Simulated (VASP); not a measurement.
**GaGe53: relaxation of cell and atoms with PBEsol**

The system is GaGe53.

```
Ga Ge
1.0
     0.00000    8.52000    8.52000
     8.52000    0.00000    8.52000
     8.52000    8.52000    0.00000
Ga Ge
1 53
Direct
  0.00000 0.00000 0.00000
  0.08333 0.08333 0.08333
  0.00000 0.00000 0.33333
  0.08333 0.08333 0.41667
  0.00000 0.00000 0.66667
  0.08333 0.08333 0.75000
  0.00000 0.33333 0.00000
  0.08333 0.41667 0.08333
  0.00000 0.33333 0.33333
  0.08333 0.41667 0.41667
  0.00000 0.33333 0.66667
  0.08333 0.41667 0.75000
  0.00000 0.66667 0.00000
  0.08333 0.75000 0.08333
  0.00000 0.66667 0.33333
  0.08333 0.75000 0.41667
  0.00000 0.66667 0.66667
  0.08333 0.75000 0.75000
  0.33333 0.00000 0.00000
  0.41667 0.08333 0.08333
  0.33333 0.00000 0.33333
  0.41667 0.08333 0.41667
  0.33333 0.00000 0.66667
  0.41667 0.08333 0.75000
  0.33333 0.33333 0.00000
  0.41667 0.41667 0.08333
  0.33333 0.33333 0.33333
  0.41667 0.41667 0.41667
  0.33333 0.33333 0.66667
  0.41667 0.41667 0.75000
  0.33333 0.66667 0.00000
  0.41667 0.75000 0.08333
  0.33333 0.66667 0.33333
  0.41667 0.75000 0.41667
  0.33333 0.66667 0.66667
  0.41667 0.75000 0.75000
  0.66667 0.00000 0.00000
  0.75000 0.08333 0.08333
  0.66667 0.00000 0.33333
  0.75000 0.08333 0.41667
  0.66667 0.00000 0.66667
  0.75000 0.08333 0.75000
  0.66667 0.33333 0.00000
  0.75000 0.41667 0.08333
  0.66667 0.33333 0.33333
  0.75000 0.41667 0.41667
  0.66667 0.33333 0.66667
  0.75000 0.41667 0.75000
  0.66667 0.66667 0.00000
  0.75000 0.75000 0.08333
  0.66667 0.66667 0.33333
  0.75000 0.75000 0.41667
  0.66667 0.66667 0.66667
  0.75000 0.75000 0.75000
```

The cell was built by a generator and needn't be a form met in nature.

```json
{
  "Program": "VASP 6.6.1",
  "Task": "relaxation of cell and atoms",
  "Functional": "PBEsol",
  "Potentials or basis": "VASP PAW PBE potentials, release 64 (Ga, Ge)",
  "Cutoff": "350 eV",
  "k mesh": "2 × 2 × 2",
  "Occupations": "gaussian, width 0.05 eV",
  "Spin": "no spin polarisation",
  "Further INCAR settings": "ALGO = Normal; EDIFF = 1e-06; IBRION = 2; EDIFFG = -0.01; NSW = 60; ISIF = 3"
}
```

```yaml
Relaxed_volume: 23.09 Å³/atom
Relaxed_cell: a = 12.082 Å, b = 12.082 Å, c = 12.082 Å, α = 60.00°, β = 60.00°, γ = 60.00°
Space_group_after_relaxing_to_0.05_Å: F-43m (No. 216)
Energy_gained_by_relaxing: 1.1 meV/atom
Ionic_steps: 9
Pressure_after_relaxing: 0.0 GPa
Band_gap_on_the_k_mesh: none (metal or under the smearing width)
```

Step by step:
```
step  energy change (eV)  largest force (eV/Å)  pressure (GPa)  volume (Å³)
   1              0.0000                0.2790            0.57      1236.94
   2             -0.0442                0.1385           -0.25      1251.64
   3             -0.0444                0.1472           -0.21      1250.74
   4             -0.0567                0.0619           -0.06      1248.14
   5             -0.0592                0.0542            0.03      1246.41
   6             -0.0617                0.0138            0.01      1246.81
   7             -0.0618                0.0115            0.00      1246.94
   8             -0.0618                0.0117            0.00      1246.93
   9             -0.0619                0.0053            0.00      1246.96
```

Final structure:
```yaml
crystal:
  lattice:
    - [0.00000, 8.54295, 8.54295]
    - [8.54295, 0.00000, 8.54295]
    - [8.54295, 8.54295, 0.00000]
  atoms:
    - { symbol: Ga, position: [0.00000, 0.00000, 0.00000] }
    - { symbol: Ge, position: [0.08228, 0.08228, 0.08228] }
    - { symbol: Ge, position: [0.00104, 0.00104, 0.33152] }
    - { symbol: Ge, position: [0.08290, 0.08290, 0.41710] }
    - { symbol: Ge, position: [0.00104, 0.00104, 0.66640] }
    - { symbol: Ge, position: [0.08228, 0.08228, 0.75315] }
    - { symbol: Ge, position: [0.00104, 0.33152, 0.00104] }
    - { symbol: Ge, position: [0.08290, 0.41710, 0.08290] }
    - { symbol: Ge, position: [0.00045, 0.33318, 0.33318] }
    - { symbol: Ge, position: [0.08290, 0.41710, 0.41710] }
    - { symbol: Ge, position: [0.00104, 0.33152, 0.66640] }
    - { symbol: Ge, position: [0.08278, 0.41619, 0.75052] }
    - { symbol: Ge, position: [0.00104, 0.66640, 0.00104] }
    - { symbol: Ge, position: [0.08228, 0.75315, 0.08228] }
    - { symbol: Ge, position: [0.00104, 0.66640, 0.33152] }
    - { symbol: Ge, position: [0.08278, 0.75052, 0.41619] }
    - { symbol: Ge, position: [0.00026, 0.66658, 0.66658] }
    - { symbol: Ge, position: [0.08278, 0.75052, 0.75052] }
    - { symbol: Ge, position: [0.33152, 0.00104, 0.00104] }
    - { symbol: Ge, position: [0.41710, 0.08290, 0.08290] }
    - { symbol: Ge, position: [0.33318, 0.00045, 0.33318] }
    - { symbol: Ge, position: [0.41710, 0.08290, 0.41710] }
    - { symbol: Ge, position: [0.33152, 0.00104, 0.66640] }
    - { symbol: Ge, position: [0.41619, 0.08278, 0.75052] }
    - { symbol: Ge, position: [0.33318, 0.33318, 0.00045] }
    - { symbol: Ge, position: [0.41710, 0.41710, 0.08290] }
    - { symbol: Ge, position: [0.33318, 0.33318, 0.33318] }
    - { symbol: Ge, position: [0.41663, 0.41663, 0.41663] }
    - { symbol: Ge, position: [0.33308, 0.33308, 0.66692] }
    - { symbol: Ge, position: [0.41663, 0.41663, 0.75011] }
    - { symbol: Ge, position: [0.33152, 0.66640, 0.00104] }
    - { symbol: Ge, position: [0.41619, 0.75052, 0.08278] }
    - { symbol: Ge, position: [0.33308, 0.66692, 0.33308] }
    - { symbol: Ge, position: [0.41663, 0.75011, 0.41663] }
    - { symbol: Ge, position: [0.33308, 0.66692, 0.66692] }
    - { symbol: Ge, position: [0.41619, 0.75052, 0.75052] }
    - { symbol: Ge, position: [0.66640, 0.00104, 0.00104] }
    - { symbol: Ge, position: [0.75315, 0.08228, 0.08228] }
    - { symbol: Ge, position: [0.66640, 0.00104, 0.33152] }
    - { symbol: Ge, position: [0.75052, 0.08278, 0.41619] }
    - { symbol: Ge, position: [0.66658, 0.00026, 0.66658] }
    - { symbol: Ge, position: [0.75052, 0.08278, 0.75052] }
    - { symbol: Ge, position: [0.66640, 0.33152, 0.00104] }
    - { symbol: Ge, position: [0.75052, 0.41619, 0.08278] }
    - { symbol: Ge, position: [0.66692, 0.33308, 0.33308] }
    - { symbol: Ge, position: [0.75011, 0.41663, 0.41663] }
    - { symbol: Ge, position: [0.66692, 0.33308, 0.66692] }
    - { symbol: Ge, position: [0.75052, 0.41619, 0.75052] }
    - { symbol: Ge, position: [0.66658, 0.66658, 0.00026] }
    - { symbol: Ge, position: [0.75052, 0.75052, 0.08278] }
    - { symbol: Ge, position: [0.66692, 0.66692, 0.33308] }
    - { symbol: Ge, position: [0.75052, 0.75052, 0.41619] }
    - { symbol: Ge, position: [0.66658, 0.66658, 0.66658] }
    - { symbol: Ge, position: [0.75000, 0.75000, 0.75000] }
```

Levels at points of the mesh, in eV from the Fermi level:
| k point | band 105 | band 106 | band 107 | band 108 | band 109 | band 110 | band 111 | band 112 |
| --- | --- | --- | --- | --- | --- | --- | --- | --- |
| (0.00, 0.00, 0.00) | -0.54 | 0.23 | 0.41 | 0.41 | 0.41 | 0.64 | 0.64 | 0.64 |
| (0.50, 0.00, 0.00) | -0.17 | -0.17 | -0.04 | -0.04 | 0.45 | 1.19 | 1.23 | 1.31 |
| (0.50, 0.50, 0.00) | -0.34 | -0.33 | -0.21 | -0.21 | 1.04 | 1.04 | 1.85 | 1.86 |

Wall time 44 min on 1 thread of Intel(R) Xeon(R) 6975P-C (Granite Rapids), on a shared host, peak memory 1.1 GiB.

Caveat: the PAW data sets were made with another functional, which shifts forces and pressure a little.
